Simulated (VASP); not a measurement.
Input:

```yaml
crystal:
  lattice:
    - [3.08687, 0.00000, 0.00000]
    - [0.00000, 3.08687, 0.00000]
    - [0.00000, 0.00000, 3.08687]
  atoms:
    - { symbol: Zn, position: [0.50000, 0.50000, 0.50000] }
    - { symbol: Au, position: [0.00000, 0.00000, 0.00000] }
```

Level of theory: revTPSS meta-GGA, VASP's PBE PAW potentials (set 64) (plane waves; VASP). Run with 520 eV cut-off, 12×12×12 Γ-centred mesh, first-order Methfessel-Paxton smearing of 0.10 eV, potentials Zn Au.

Q: Give the stress tensor in GPa (positive for a compressed cell).

A: 
```
4.89  0.00  0.00
0.00  4.89  0.00
0.00  0.00  4.89
```
The pressure is its mean diagonal, 4.89 GPa.

The compound is AuZn in the CsCl type structure. This cell is one point of a volume scan, at 0.97 of the reference volume. The electron count is odd and the run is not spin-polarised, which forces a metal.
